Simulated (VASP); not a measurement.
These are vdW-DF2, VASP's PBE PAW potentials (set 64) (plane waves; VASP) values and carry that method's errors.

Input for VASP

### INCAR
```
GGA = ML
ISMEAR = 1
ENCUT = 520   ! plane-wave cut-off (eV)
LREAL = .False.
EDIFF = 1E-6
PREC = Accurate
LWAVE = .False.
ZAB_VDW = -1.8867
IBRION = 2
LASPH = .True.
ISIF = 3   ! ions, shape and volume
ALGO = Normal   ! blocked Davidson
NELM = 100
LMAXMIX = 4
SYSTEM = Sn
NSW = 60
SIGMA = 0.1   ! width (eV)
LCHARG = .False.
LUSE_VDW = .True.
AGGAC = 0.0
EDIFFG = -0.01   ! ionic stop
```

File KPOINTS:
```
Automatic
0
Gamma
  11 11 11
```

File POSCAR:
```
Sn
1
   -3.1064874242     3.1064874242     1.7029395689
    3.1064874242    -3.1064874242     1.7029395689
    3.1064874242     3.1064874242    -1.7029395689
Sn
2
Direct
  0.2500000000   0.7500000000   0.5000000000
  1.0000000000   1.0000000000   0.0000000000
```

POTCAR, in this order: Sn_d (PBE.64 set). Program: vasp_std.

The run wrote:

OUTCAR:
```
 ion  position               nearest neighbor table
   1  0.250  0.750  0.500-   2 3.22   2 3.22   2 3.22   2 3.22
   2  0.000  0.000  0.000-   1 3.22   1 3.22   1 3.22   1 3.22
  LATTYP: Found a body centered tetragonal cell.
 ALAT       =     6.2129748484
 C/A-ratio  =     0.5481881419
 Subroutine PRICEL returns:
 Original cell was already a primitive cell.
 Subroutine GETGRP returns: Found 16 space group operations
The static configuration has the point symmetry D_2d.
 The point group associated with its full space group is D_4h.
The dynamic configuration has the point symmetry D_2d.
 Subroutine INISYM returns: Found 16 space group operations
 Subroutine IBZKPT returns following result:
 Found    126 irreducible k-points:

 Following reciprocal coordinates:
            Coordinates               Weight
  0.000000  0.000000  0.000000      1.000000
  0.090909 -0.000000  0.000000      8.000000
  0.181818 -0.000000  0.000000      8.000000
  0.272727  0.000000  0.000000      8.000000
  0.363636 -0.000000  0.000000      8.000000
  0.454545 -0.000000  0.000000      8.000000
  0.090909  0.090909  0.000000      8.000000
...
```

OSZICAR:
```
       N       E                     dE             d eps       ncg     rms          rms(c)
DAV:   1     0.210896796152E+03    0.21090E+03   -0.15116E+04  4542   0.227E+03
DAV:   2     0.184070518947E+02   -0.19249E+03   -0.19055E+03  4540   0.441E+02
DAV:   3     0.112899136196E+00   -0.18294E+02   -0.18088E+02  5262   0.142E+02
DAV:   4    -0.468993739885E+00   -0.58189E+00   -0.58034E+00  4944   0.275E+01
DAV:   5    -0.492759702303E+00   -0.23766E-01   -0.23765E-01  5994   0.519E+00    0.146E+00
DAV:   6    -0.496948701389E+00   -0.41890E-02   -0.23648E-02  5178   0.198E+00    0.815E-01
DAV:   7    -0.504486272055E+00   -0.75376E-02   -0.20368E-02  4666   0.169E+00    0.124E-01
DAV:   8    -0.505948157147E+00   -0.14619E-02   -0.35605E-03  4720   0.697E-01    0.506E-02
DAV:   9    -0.506029355473E+00   -0.81198E-04   -0.17078E-04  5848   0.128E-01    0.191E-02
DAV:  10    -0.506053099864E+00   -0.23744E-04   -0.69103E-05  4642   0.886E-02    0.421E-03
DAV:  11    -0.506054617810E+00   -0.15179E-05   -0.36567E-06  3814   0.204E-02    0.230E-03
DAV:  12    -0.506055090550E+00   -0.47274E-06   -0.25834E-06  3588   0.148E-02
   1 F= -.50605509E+00 E0= -.50609652E+00  d E =-.506055E+00
       N       E                     dE             d eps       ncg     rms          rms(c)
DAV:   1    -0.512184865526E+00   -0.61302E-02   -0.14626E-01  5252   0.451E+00    0.383E-01
DAV:   2    -0.508163306682E+00    0.40216E-02   -0.83196E-03  5340   0.150E+00    0.211E-01
DAV:   3    -0.506616604621E+00    0.15467E-02   -0.45524E-03  5720   0.101E+00    0.396E-02
DAV:   4    -0.506622587356E+00   -0.59827E-05   -0.56980E-04  4854   0.317E-01    0.150E-02
DAV:   5    -0.506622651875E+00   -0.64519E-07   -0.20005E-05  6580   0.649E-02    0.478E-03
DAV:   6    -0.506622360678E+00    0.29120E-06   -0.32759E-06  3892   0.287E-02
   2 F= -.50662236E+00 E0= -.50671197E+00  d E =-.567270E-03
       N       E                     dE             d eps       ncg     rms          rms(c)
DAV:   1    -0.512683918591E+00   -0.60613E-02   -0.15084E-01  5252   0.459E+00    0.389E-01
DAV:   2    -0.508542947479E+00    0.41410E-02   -0.85818E-03  5326   0.152E+00    0.214E-01
DAV:   3    -0.506949922349E+00    0.15930E-02   -0.46894E-03  5734   0.102E+00    0.402E-02
DAV:   4    -0.506955643029E+00   -0.57207E-05   -0.58145E-04  4834   0.321E-01    0.152E-02
DAV:   5    -0.506955726567E+00   -0.83538E-07   -0.20051E-05  6610   0.655E-02    0.482E-03
DAV:   6    -0.506955420165E+00    0.30640E-06   -0.33777E-06  3878   0.290E-02
   3 F= -.50695542E+00 E0= -.50707995E+00  d E =-.900330E-03
       N       E                     dE             d eps       ncg     rms          rms(c)
DAV:   1    -0.529851927479E+00   -0.22896E-01   -0.60819E-01  5236   0.918E+00    0.783E-01
DAV:   2    -0.513201078904E+00    0.16651E-01   -0.34749E-02  5310   0.293E+00    0.430E-01
DAV:   3    -0.506743925806E+00    0.64572E-02   -0.18255E-02  5750   0.199E+00    0.802E-02
DAV:   4    -0.506727108341E+00    0.16817E-04   -0.21293E-03  4820   0.601E-01    0.295E-02
DAV:   5    -0.506724493152E+00    0.26152E-05   -0.71237E-05  6714   0.117E-01    0.932E-03
DAV:   6    -0.506722877229E+00    0.16159E-05   -0.13051E-05  4612   0.570E-02    0.208E-03
DAV:   7    -0.506723693757E+00   -0.81653E-06   -0.90594E-07  2394   0.151E-02
   4 F= -.50672369E+00 E0= -.50684235E+00  d E =-.668603E-03
       N       E                     dE             d eps       ncg     rms          rms(c)
DAV:   1    -0.519370580093E+00   -0.12648E-01   -0.32641E-01  5220   0.688E+00    0.571E-01
DAV:   2    -0.510512664415E+00    0.88579E-02   -0.18856E-02  5374   0.220E+00    0.312E-01
DAV:   3    -0.507083649564E+00    0.34290E-02   -0.96457E-03  5730   0.150E+00    0.583E-02
DAV:   4    -0.507029905802E+00    0.53744E-04   -0.12202E-03  4848   0.465E-01    0.206E-02
DAV:   5    -0.507021558235E+00    0.83476E-05   -0.36915E-05  6210   0.803E-02    0.734E-03
DAV:   6    -0.507020942886E+00    0.61535E-06   -0.64696E-06  4582   0.336E-02
   5 F= -.50702094E+00 E0= -.50715404E+00  d E =-.965852E-03
       N       E                     dE             d eps       ncg     rms          rms(c)
DAV:   1    -0.507799528235E+00   -0.77797E-03   -0.20735E-02  5220   0.171E+00    0.145E-01
DAV:   2    -0.507224933358E+00    0.57459E-03   -0.11884E-03  5374   0.581E-01    0.795E-02
DAV:   3    -0.507006247505E+00    0.21869E-03   -0.65337E-04  5714   0.386E-01    0.151E-02
DAV:   4    -0.507011286691E+00   -0.50392E-05   -0.84740E-05  4858   0.125E-01    0.577E-03
DAV:   5    -0.507011543420E+00   -0.25673E-06   -0.25530E-06  3394   0.265E-02
   6 F= -.50701154E+00 E0= -.50714556E+00  d E =-.956453E-03
       N       E                     dE             d eps       ncg     rms          rms(c)
DAV:   1    -0.507275529344E+00   -0.26424E-03   -0.66562E-03  5220   0.974E-01    0.818E-02
DAV:   2    -0.507097389794E+00    0.17814E-03   -0.38218E-04  5422   0.332E-01    0.449E-02
DAV:   3    -0.507027093274E+00    0.70297E-04   -0.20776E-04  5706   0.219E-01    0.854E-03
DAV:   4    -0.507022576232E+00    0.45170E-05   -0.27075E-05  4848   0.704E-02    0.323E-03
DAV:   5    -0.507022001557E+00    0.57468E-06   -0.68704E-07  2368   0.147E-02
   7 F= -.50702200E+00 E0= -.50715618E+00  d E =-.966911E-03
       N       E                     dE             d eps       ncg     rms          rms(c)
DAV:   1    -0.514197295062E+00   -0.71747E-02   -0.17922E-01  4940   0.588E+00    0.438E-01
DAV:   2    -0.509003078338E+00    0.51942E-02   -0.11260E-02  5432   0.181E+00    0.224E-01
DAV:   3    -0.507245359243E+00    0.17577E-02   -0.50328E-03  5808   0.110E+00    0.434E-02
DAV:   4    -0.507186346241E+00    0.59013E-04   -0.53187E-04  4948   0.306E-01    0.137E-02
DAV:   5    -0.507178753664E+00    0.75926E-05   -0.19079E-05  6362   0.523E-02    0.485E-03
DAV:   6    -0.507177664430E+00    0.10892E-05   -0.28449E-06  3640   0.231E-02    0.686E-04
DAV:   7    -0.507177270267E+00    0.39416E-06   -0.26330E-07  2294   0.814E-03
   8 F= -.50717727E+00 E0= -.50728248E+00  d E =-.155269E-03
```

File OUTCAR:
```
------------------------ aborting loop because EDIFF is reached ----------------------------------------
  FORCE on cell =-STRESS in cart. coord.  units (eV):
  Direction    XX          YY          ZZ          XY          YZ          ZX
  --------------------------------------------------------------------------------------
  Total       -0.0004047     -0.0004047      0.0171527      0.0000000     -0.0000000      0.0000000
  in kB       -0.0099027     -0.0099027      0.4196672      0.0000000     -0.0000000      0.0000000
  external PRESSURE =       0.1332872 kB  Pullay stress =       0.0000000 kB
  volume of cell :       65.48
      direct lattice vectors                 reciprocal lattice vectors
    -3.119612123  3.119612123  1.682192777     0.000000000  0.160276336  0.297231094
     3.119612123 -3.119612123  1.682192777     0.160276336  0.000000000  0.297231094
     3.119612123  3.119612123 -1.682192777     0.160276336  0.160276336  0.000000000
 POSITION                                       TOTAL-FORCE (eV/Angst)
 -----------------------------------------------------------------------------------
      3.11961      0.00000      0.84110         0.000000      0.000000      0.000000
     -0.00000      0.00000      0.00000        -0.000000     -0.000000     -0.000000
 -----------------------------------------------------------------------------------
    total drift:                               -0.000000     -0.000000      0.000000
  FREE ENERGIE OF THE ION-ELECTRON SYSTEM (eV)
  ---------------------------------------------------
  free  energy   TOTEN  =        -0.5071772703 eV

  energy  without entropy=       -0.5074928998  energy(sigma->0) =       -0.50728248

 reached required accuracy - stopping structural energy minimisation
```
(Selected blocks of OUTCAR.)

CONTCAR:
```
Sn
   1.00000000000000
    -3.1196121227893325    3.1196121227893325    1.6821927767247460
     3.1196121227893325   -3.1196121227893325    1.6821927767247460
     3.1196121227893325    3.1196121227893325   -1.6821927767247460
  Sn
     2
Direct
     0.2500000000000000    0.7500000000000000    0.5000000000000000
     0.0000000000000000    0.0000000000000000    0.0000000000000000
```

**OUTCAR**
```
 val. band max:        5.8956802197   @ k =   0.4545   0.1818   0.0000

 cond. band min:       5.9158567326   @ k =  -0.4545   0.4545   0.0909


 Fermi energy:         5.9154493929

 k-point     1 :       0.0000    0.0000    0.0000
  band No.  band energies     occupation
      1     -15.5230      2.00000
      2     -15.4887      2.00000
      3     -15.4530      2.00000
      4     -15.4399      2.00000
      5     -15.3626      2.00000
      6     -15.3626      2.00000
      7     -15.3566      2.00000
      8     -15.3565      2.00000
      9     -15.3046      2.00000
     10     -15.2444      2.00000
     11      -3.9414      2.00000
     12       1.4585      2.00000
     13       4.4303      2.00000
     14       4.4303      2.00000
     15       9.7205      0.00000
     16      11.0025      0.00000
     17      11.0025      0.00000
     18      11.5121      0.00000

 k-point     2 :       0.0909   -0.0000    0.0000
  band No.  band energies     occupation
      1     -15.5202      2.00000
      2     -15.4784      2.00000
      3     -15.4415      2.00000
      4     -15.4369      2.00000
      5     -15.3684      2.00000
      6     -15.3675      2.00000
      7     -15.3581      2.00000
      8     -15.3575      2.00000
      9     -15.3062      2.00000
     10     -15.2474      2.00000
     11      -3.8043      2.00000
     12       1.4009      2.00000
     13       4.4552      2.00000
     14       4.7399      2.00000
     15       9.9459      0.00000
     16      10.2682      0.00000
     17      10.5661      0.00000
     18      10.8709      0.00000

 k-point     3 :       0.1818   -0.0000    0.0000
  band No.  band energies     occupation
      1     -15.5115      2.00000
      2     -15.4522      2.00000
      3     -15.4289      2.00000
      4     -15.4162      2.00000
      5     -15.3812      2.00000
      6     -15.3715      2.00000
      7     -15.3647      2.00000
      8     -15.3632      2.00000
      9     -15.3107      2.00000
...
```

Unless said otherwise, spin-orbit coupling is left out, though it shifts the bands of the heavy elements here.

The compound is Sn in the beta structure. This run relaxes it. Symmetry was kept, so distortions that lower it aren't found. The start is the result of an earlier pass.
